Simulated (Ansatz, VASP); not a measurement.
# Cross-check of NaSrLiS2 between VASP and Ansatz, part 2 of 2

One calculation is typed for both programs; each brings its own data sets and cutoff. How far apart do they land? The cell is invented: As first built, before any earlier steps moved the atoms (in the runner's words): it takes the NaLiCdS2 structure with some of its atoms replaced by other elements, volume scaled by an estimate. It may not be a known or stable phase. The cell is taken from a series of VASP runs on this material, whose earlier steps may have relaxed, scaled or displaced it; both programs get it as it stands.

VASP 6.6.1 and Ansatz 0.2.0.

So far. Step 2 (VASP: band structure, HSE06): The k-mesh is coarse for exact exchange; levels may shift by about 0.1 eV on a finer one. The PAW data sets were made with PBE, which is usual practice but a small mismatch for other functionals.

## Step 3: Ansatz: band structure, HSE06

Level of this step: Ansatz beside VASP: Kohn-Sham DFT, plane waves, HSE06 (Ansatz).

Ansatz runs on its default PAW (the set named soft_2) files.

The same cell, functional, mesh and smearing now go to Ansatz, which takes its cutoff from its data sets.

File input.yaml:

```yaml
crystal:
  lattice:
    - [4.3660983257, 0.0, 0.0]
    - [-2.1830491678, 3.7811520644, 0.0]
    - [0.0, 0.0, 7.4936637596]
  atoms:
    - { symbol: Sr, position: [0.666666667, 0.333333333, 0.3571367486] }
    - { symbol: S, position: [0.333333333, 0.666666667, 0.1821602464] }
    - { symbol: S, position: [0.666666667, 0.333333333, 0.7400622896] }
    - { symbol: Na, position: [0.0, 0.0, 0.9665531349] }
    - { symbol: Li, position: [0.333333333, 0.666666667, 0.7515155805] }
hamiltonian:
  xc: { exchange: pbe, correlation: pbe, exx: { coeff: 0.25, omega: 0.2 } }
  pseudopotentials: { kind: paw }
kpoints:
  mp_grid: { grid: [4, 4, 2] }
  band_path:
    path:
      - [0.0, 0.0, 0.0]
      - [0.4, 0.0, 0.0]
      - [0.4, 0.2, 0.0]
      - [0.2, 0.2, 0.0]
      - [0.0, 0.0, 0.1]
      - [0.0, 0.0, 0.5]
      - [0.4, 0.0, 0.5]
      - [0.4, 0.2, 0.5]
      - [0.2, 0.2, 0.5]
      - [0.5, 0.0, 0.4]
      - [0.33333, 0.33333, 0.0]
      - [0.33333, 0.33333, 0.5]
    npoints: 1
scf:
  occupations: { method: gaussian, width: 0.05 }
  n_extra_bands: 8
output:
  forces: true
  stress: true
  eigenvalues: true
```

On the command line:

```bash
$ ansatz run input.yaml --threads 4 --pin off --max-ram 9216MiB --backend cpu --events-out ev --progress --plain --runs-dir out
```

Numbers of over 12 decimals in the logs are rounded to 6 here.

Output:

```text
Warning: output.stress: scf.convergence.dr2_threshold = 1e-7 eV (the SCF's general default) is looser than the 5e-10 eV advised for a printed stress (1e-10 eV for each atom of the cell: 5). What an SCF threshold leaves in a stress goes as its square root, and in the free energy as the threshold itself, and one threshold admits the most on a small cell: [figures from the program's tests cut] Set scf.convergence.dr2_threshold to 5e-10 eV or tighter. The threshold is an SCF's pass mark: one that does not reach it within its budget of iterations ends unconverged, or closes short of it on a stop that the run arms, and scf.convergence.dr2_threshold's page says what that costs each kind of run
Warning: output.stress: scf.exx.energy_threshold = 1e-6 eV is looser than the 5e-8 eV advised for a stress under a hybrid functional (1e-8 eV for each atom of the cell: 5). Every SCF of the exchange loop can meet its threshold on dr2 while the loop round them stops early: no threshold on dr2 bounds what that leaves in the stress. Set scf.exx.energy_threshold to 5e-8 eV or tighter. The threshold is the loop's pass mark: a loop that does not reach it within its budget of cycles ends unconverged, and scf.exx.energy_threshold's page has the law
scf.n_extra_bands = 8 over 17 filled bands (N_el = 34.0): the run solves 25 bands
Engine: ansatz 0.2.0, aarch64-unknown-linux-gnu
Pseudopotentials: kind: paw
Pseudopotential: Sr, paw, valence charge 10, recommended cutoff 420 eV (normal), Sr.paw.azcp
Pseudopotential: S, paw, valence charge 6, recommended cutoff 420 eV (normal), S.paw.azcp
Pseudopotential: Na, paw, valence charge 9, recommended cutoff 420 eV (normal), Na.paw.azcp
Pseudopotential: Li, paw, valence charge 3, recommended cutoff 420 eV (normal), Li.paw.azcp
Functional definition: unnamed
  parameter a_1 = 0.25
  parameter omega_1 = 0.2/angstrom
  exchange = pbe_x + (-a_1)*pbe_x_sr(omega_1) + a_1*exact_x_sr(omega_1)
  correlation = pbe_c
Crystal: 5 atoms, lattice volume = 123.712 Å³
Basis set: ecut = 420 eV, 2431 PW (Γ), exchange–correlation on 60×60×108 points (8 copies of the dense FFT grid, shifted against one another)
Bands: 25, of which v1, the nominal top of the filled ones, is band 17 counted from 1 (16 counted from 0)
Symmetry: 6 space group operations
Space group: P3m1 (ITA 156), of the structure as read, at distance tolerance 5.0e-5 Å
k-points: 8 of 32 (time reversal used)
Non-local potential: Sr, projectors of the file, l = 0: 3, l = 1: 2, l = 2: 2
Non-local potential: S, projectors of the file, l = 0: 2, l = 1: 2, l = 2: 2
Non-local potential: Na, projectors of the file, l = 0: 3, l = 1: 2, l = 2: 1
Non-local potential: Li, projectors of the file, l = 0: 3, l = 1: 2, l = 2: 1
PAW form: soft (Blöchl's): semilocal exchange-correlation on the pseudo side does not see the compensation charge
PAW frozen core: Sr, regenerated for the run's functional, and the local potential with it (the file was generated under x = pbe(κ = 0.804, μ = 0.219515), c = pbe(β = 0.066725))
PAW frozen core: S, regenerated for the run's functional, and the local potential with it (the file was generated under x = pbe(κ = 0.804, μ = 0.219515), c = pbe(β = 0.066725))
PAW frozen core: Na, regenerated for the run's functional, and the local potential with it (the file was generated under x = pbe(κ = 0.804, μ = 0.219515), c = pbe(β = 0.066725))
PAW one-centre angular grid: Sr, 110 points (default); XC on 64 Gauss nodes
PAW one-centre angular grid: S, 110 points (default); XC on 64 Gauss nodes
PAW one-centre angular grid: Na, 110 points (default); XC on 96 Gauss nodes
PAW one-centre angular grid: Li, 110 points (default); XC on 96 Gauss nodes
Initial density: superposition of atomic densities (neutral atoms: chi_scale 0, normalization atom), corrected by the library's trained network
Initial wavefunctions: pseudopotential atomic-orbital guess
Functional: x = pbe(κ = 0.804, μ = 0.219515), c = pbe(β = 0.066725), warm-up for x = pbe(κ = 0.804, μ = 0.219515) + 0.25 (exact − pbe) at short range (hse, ω = 0.2 Å⁻¹), c = pbe(β = 0.066725)
SCF iter   1: F=—  HF=-7046.617207 eV  |F-HF|=—  |Δ(HF+E_count)|=         —  Δρ=1.13e-3  dr2=3.06e-3  ethr=1.77e-3  ⟨swp⟩=12.5  Hψ=1123  notcnv=0
preconditioner: auto → none  [insulator: Δε(μ)=2.621 eV  Ē_g=12.515 eV  σ=0.050 eV  W_gap=1.00  n_scr=22 (ndim 8)  ℏωp=15.7 eV  f_vac=0.030  D(μ)=0.00/eV (n_scr^D=0)]
SCF iter   2: F=—  HF=-7046.617794 eV  |F-HF|=—  |Δ(HF+E_count)|=   5.87e-4  Δρ=6.35e-4  dr2=1.18e-3  ethr=9.01e-6  ⟨swp⟩=4.6  Hψ=540  notcnv=0
SCF iter   3: F=-7046.617650 eV  HF=-7046.617639 eV  |F-HF|=1.09e-5  |Δ(HF+E_count)|=   1.55e-4  Δρ=3.16e-4  dr2=1.51e-4  ethr=3.48e-6  ⟨swp⟩=3.0  Hψ=386  notcnv=0
SCF 1 stopped early in 3 iterations: F = -7046.617650 eV  dr2 = 1.51e-4
  greatest PAW one-centre occupation: 1.000 electrons in one spin orbital (limit 2), on the Li atom at site 4 (counted from 0), in its partial waves of l = 0
Initial density: handed on by an earlier stage of this run
Initial wavefunctions: those handed on with the density
Functional: x = pbe(κ = 0.804, μ = 0.219515) + 0.25 (exact − pbe) at short range (hse, ω = 0.2 Å⁻¹), c = pbe(β = 0.066725)
Exchange kernel: α = 0.2500, screened, ω = 0.2000 Å⁻¹, Wigner–Seitz truncation, v(0) = 1113.7936 eV·Å³, q-mesh 4×4×2, nearest image of the exchange supercell L = 14.99 Å, pair-density grid 18×18×32, without the augmentation charges, whose exchange is taken in its separable form by FFT convolution over the k-point mesh (sized by the pseudopotential files, 27×27×54 at the most), smooth part of the exact exchange by density-matrix convolution
Frozen-core exchange: fock
SCF iter   1: F=—  HF=-7050.831807 eV  |F-HF|=—  |Δ(HF+E_count)|=         —  Δρ=3.62e-3  dr2=1.86e-2  ethr=4.43e-6  ⟨swp⟩=10.0  Hψ=1003  notcnv=0
preconditioner: auto → none  [insulator: Δε(μ)=3.620 eV  Ē_g=10.654 eV  σ=0.050 eV  W_gap=1.00  n_scr=22 (ndim 8)  ℏωp=13.4 eV  f_vac=0.031  D(μ)=0.00/eV (n_scr^D=0)]
SCF iter   2: F=—  HF=-7050.825666 eV  |F-HF|=—  |Δ(HF+E_count)|=   6.14e-3  Δρ=1.43e-3  dr2=5.07e-3  ethr=4.43e-6  ⟨swp⟩=4.0  Hψ=609  notcnv=0
SCF iter   3: F=—  HF=-7050.824927 eV  |F-HF|=—  |Δ(HF+E_count)|=   7.38e-4  Δρ=6.36e-4  dr2=1.55e-3  ethr=4.43e-6  ⟨swp⟩=3.4  Hψ=402  notcnv=0
SCF iter   4: F=—  HF=-7050.830578 eV  |F-HF|=—  |Δ(HF+E_count)|=   5.65e-3  Δρ=4.58e-4  dr2=3.30e-4  ethr=2.69e-6  ⟨swp⟩=3.9  Hψ=494  notcnv=0
iter 5 solved again at ethr=2.29e-8 eV; its pass at ethr=9.09e-7 eV (dr2=7.79e-6 eV) is discarded
SCF iter   5: F=—  HF=-7050.830503 eV  |F-HF|=—  |Δ(HF+E_count)|=   7.56e-5  Δρ=8.94e-5  dr2=1.74e-5  ethr=2.29e-8  ⟨swp⟩=4.1  Hψ=854  notcnv=0  defer=1
SCF iter   6: F=—  HF=-7050.830584 eV  |F-HF|=—  |Δ(HF+E_count)|=   8.12e-5  Δρ=5.77e-5  dr2=1.46e-5  ethr=2.29e-8  ⟨swp⟩=4.2  Hψ=540  notcnv=0
SCF iter   7: F=-7050.830579 eV  HF=-7050.830581 eV  |F-HF|=1.15e-6  |Δ(HF+E_count)|=   3.32e-6  Δρ=1.39e-5  dr2=5.20e-7  ethr=2.29e-8  ⟨swp⟩=3.0  Hψ=385  notcnv=0
SCF 2 stopped early in 7 iterations: F = -7050.830579 eV  dr2 = 5.20e-7
  Residual-converged pass: ⟨swp⟩=4.0  Hψ=555  notcnv=0  max |occ|·‖R‖ = 6.5e-6 eV (tolerance 6.7e-6 eV)  dr2=5.24e-7  dr2_onsite=1.13e-8  max |Δocc| = 0.0e0
  greatest PAW one-centre occupation: 0.999 electrons in one spin orbital (limit 2), on the Na atom at site 3 (counted from 0), in its partial waves of l = 0
hybrid outer 1: dexx = +6.290e-3 eV, tail = 9.16e-6 eV
Exchange kernel: α = 0.2500, screened, ω = 0.2000 Å⁻¹, Wigner–Seitz truncation, v(0) = 1113.7936 eV·Å³, q-mesh 4×4×2, nearest image of the exchange supercell L = 14.99 Å, pair-density grid 18×18×32, without the augmentation charges, whose exchange is taken in its separable form by FFT convolution over the k-point mesh (sized by the pseudopotential files, 27×27×54 at the most), smooth part of the exact exchange by density-matrix convolution
Frozen-core exchange: fock
SCF iter   1: F=—  HF=-7050.830527 eV  |F-HF|=—  |Δ(HF+E_count)|=         —  Δρ=3.09e-5  dr2=5.85e-7  ethr=1.35e-7  ⟨swp⟩=6.6  Hψ=587  notcnv=0
preconditioner: auto → none  [insulator: Δε(μ)=3.619 eV  Ē_g=10.616 eV  σ=0.050 eV  W_gap=1.00  n_scr=22 (ndim 8)  ℏωp=13.4 eV  f_vac=0.035  D(μ)=0.00/eV (n_scr^D=0)]
SCF iter   2: F=—  HF=-7050.830527 eV  |F-HF|=—  |Δ(HF+E_count)|=   2.65e-7  Δρ=9.19e-6  dr2=3.99e-8  ethr=1.56e-9  ⟨swp⟩=3.1  Hψ=416  notcnv=0
SCF iter   3: F=—  HF=-7050.830527 eV  |F-HF|=—  |Δ(HF+E_count)|=   8.71e-8  Δρ=3.34e-6  dr2=9.03e-9  ethr=9.08e-11  ⟨swp⟩=4.9  Hψ=555  notcnv=0  defer=5
SCF iter   4: F=-7050.830527 eV  HF=-7050.830527 eV  |F-HF|=9.09e-11  |Δ(HF+E_count)|=   3.36e-9  Δρ=4.61e-7  dr2=2.48e-10  ethr=2.50e-11  ⟨swp⟩=3.2  Hψ=459  notcnv=0  defer=1
SCF 3 converged in 4 iterations: F = -7050.830527 eV  dr2 = 2.48e-10
  Residual-converged pass: ⟨swp⟩=3.4  Hψ=462  notcnv=0  max |occ|·‖R‖ = 7.0e-7 eV (tolerance 7.0e-7 eV)  dr2=2.54e-10  dr2_onsite=3.27e-11  max |Δocc| = 0.0e0
hybrid outer 2: dexx = +1.193e-7 eV, tail = 4.42e-9 eV, Δε = 2.70e-3 eV (about 6.87e-5 eV left of the loop's levels), ΔF = 2.45e-3 eV/Å (tail 2.92e-4)
NSCF: frozen V_eff on 12 k-points
hybrid SCF converged: 2 outer / 11 inner (+3 warm-up), last move |dexx| = 1.19e-7 eV, tail = 4.42e-9 eV
Stability not checked: this state was not tested for a lower state beside it, because the functional holds exact exchange (a hybrid, or Hartree-Fock), whose exchange loop this test does not read (fock_operator; see scf.lower_state_search)
Free energy (F): -7050.830527 eV
Frozen-core exchange: fock
Harris-Foulkes:  -7050.830527 eV  (|F-HF|=9.09e-11)
Internal energy: -7050.830527 eV  (E = F + TS)
E sigma→0 (E₀):  -7050.830527 eV
Fermi energy:    4.312760 eV
--- Per-component energies (eV) ---
  E_band       = -493.327115
  E_kinetic    = 603.395839
  E_local      = -2529.488711  (includes V_loc(G=0)·N_el)
  E_nonlocal   = 339.953484
  E_hartree    = 834.154369
  E_xc         = -335.991059
  E_vxc        = -322.899211  (∫ρ·V_xc dr)
  E_exx        = -101.037279  (= α·E_x^exact, valence–valence)
  E_paw        = -4165.824736  (= ΣΔE_a)
  E_vpaw       = -50.522998  (= ΣTr[D̂ρ^β])
  E_aug_tail   = 0.000004  (compensation charges beyond the density's cutoff)
  E_ewald      = -1695.399642
  E_core_change = -0.592796  (= ΣΔE_core)
  E_smearing   = -0.000000  (= −TS)
  E_closure    = -0.000000  (closes the sum)
  Σ components = -7050.830527   (vs F -7050.830527, Δ=0.00e0)
--- Forces (eV/Å), atoms counted from 1 ---
  atom   1  Sr     0.00000000     0.00000000    -0.04120794
  atom   2  S      0.00000000    -0.00000000     0.06303526
  atom   3  S     -0.00000000     0.00000000    -0.05473618
  atom   4  Na    -0.00000000    -0.00000000    -0.00007645
  atom   5  Li    -0.00000000    -0.00000000     0.03298255
  max |Σ_I F_I| component: 2.75e-6 eV/Å
--- Stress (GPa, compression-positive) ---
       -0.520159      -0.000000       0.000000
       -0.000000      -0.520159       0.000000
        0.000000       0.000000      -0.522622
  P = ⅓ Tr σ = -0.5210 GPa (-5.210 kbar)
--- Band table (eV; the first three rows and the last of 8) ---
  k-point 0: bands = [... 13 lower, 1.7969, 2.2392, 2.4711, 2.4711, 6.1220, 8.5739, 8.9977, 8.9977, ... 4 higher]
  k-point 1: bands = [... 13 lower, 1.7681, 1.7681, 2.5031, 2.5031, 7.1217, 8.2357, 9.0826, 9.0826, ... 4 higher]
  k-point 2: bands = [... 13 lower, 1.5469, 1.7928, 2.1994, 2.2780, 7.2138, 7.8738, 8.7867, 9.2671, ... 4 higher]
  k-point 7: bands = [... 13 lower, 1.2473, 1.6086, 2.0670, 2.4096, 7.1548, 7.5556, 9.5018, 9.7494, ... 4 higher]
```

Wall time 40 s (4 threads of Arm Neoverse V1, shared host); peak memory 1.2 GiB; 2.4 min of CPU time.

In the SCF lines HF is the Harris–Foulkes energy and dr2 the Hartree energy of the density residual, in eV; the loop may stop once dr2 is under the threshold and the program's other checks hold. Hψ counts applications of the Hamiltonian.

## Step 4: Comparison

Known differences besides the potentials themselves: exact exchange at q = 0 is treated differently, which shows on coarse meshes; VASP keeps PBE cores, Ansatz makes them for the functional; the data sets hold 34 valence electrons in Ansatz (default PAW (the set named soft_2) files) and 32 in VASP; the cutoff is 420 eV in Ansatz and 650 eV in VASP; VASP takes a coarser grid for exact exchange (PRECFOCK = Fast). Total energies have different zeros and are not compared.

The two programs side by side:

| quantity | Ansatz | VASP | difference |
| --- | --- | --- | --- |
| gap over the path points (eV) | 3.619 | 3.625 | -0.006 |

Levels at points of the path, from each program's valence-band top (eV; 4 filled, then empty):

| k (reciprocal lattice) | Ansatz | VASP |
| --- | --- | --- |
| 0.000 0.000 0.000 | -0.71 -0.26 -0.03 -0.03 3.62 6.07 6.50 | -0.70 -0.27 -0.03 -0.03 3.62 6.08 6.48 |
| 0.400 0.000 0.000 | -1.12 -0.73 -0.49 -0.29 4.71 5.31 6.34 | -1.12 -0.73 -0.49 -0.29 4.71 5.31 6.34 |
| 0.400 0.200 0.000 | -1.07 -0.97 -0.76 -0.37 4.75 5.53 6.66 | -1.07 -0.97 -0.76 -0.37 4.74 5.53 6.66 |
| 0.200 0.200 0.000 | -1.19 -0.84 -0.62 -0.25 4.86 5.42 6.57 | -1.19 -0.83 -0.62 -0.25 4.85 5.41 6.56 |
| 0.000 0.000 0.100 | -0.71 -0.32 -0.03 -0.03 3.70 6.08 6.50 | -0.71 -0.32 -0.03 -0.03 3.70 6.08 6.49 |
| 0.000 0.000 0.500 | -0.73 -0.73 0.00 0.00 4.62 5.73 6.58 | -0.73 -0.73 0.00 0.00 4.63 5.73 6.57 |
| 0.400 0.000 0.500 | -0.86 -0.77 -0.35 -0.22 4.60 5.01 6.52 | -0.86 -0.77 -0.34 -0.23 4.59 5.01 6.53 |
| 0.400 0.200 0.500 | -1.29 -0.95 -0.40 -0.09 4.76 4.91 6.96 | -1.29 -0.95 -0.40 -0.09 4.75 4.90 6.96 |
| 0.200 0.200 0.500 | -1.09 -0.70 -0.46 -0.15 4.58 5.24 6.89 | -1.10 -0.70 -0.46 -0.15 4.58 5.24 6.89 |
| 0.500 0.000 0.400 | -0.87 -0.78 -0.38 -0.21 4.66 4.94 6.46 | -0.87 -0.78 -0.38 -0.22 4.65 4.94 6.46 |

At this near-relaxed geometry the largest component of a force difference is 18 meV/Å. Among the levels compared at these points, filled levels agree within 3 meV and empty ones within 13 meV.

## Step 5: Outcome

* difference in gap over the path points (band structure, HSE06): -0.0065 eV
* r.m.s. force difference (band structure, HSE06): 6.1 meV/Å

The r.m.s. force difference is 6.1 meV/Å (band structure, HSE06), within the 12 meV/Å picked in this series as the mark of a large difference. How closely two codes agree says nothing of how well the functional describes the real material.

[Lines on the potential files, build, host, timing and source positions are cut from VASP's logs without a mark.]

[Logs are printed without paths, hosts, clocks, repeated set-up lines and the standing remarks that a program may print on its own settings, such as how far it seeks lower states.]

[Hosts, paths, dates, database ids (printed as entryN), source tags and the programs' standing remarks are cut or masked in the printed files.]
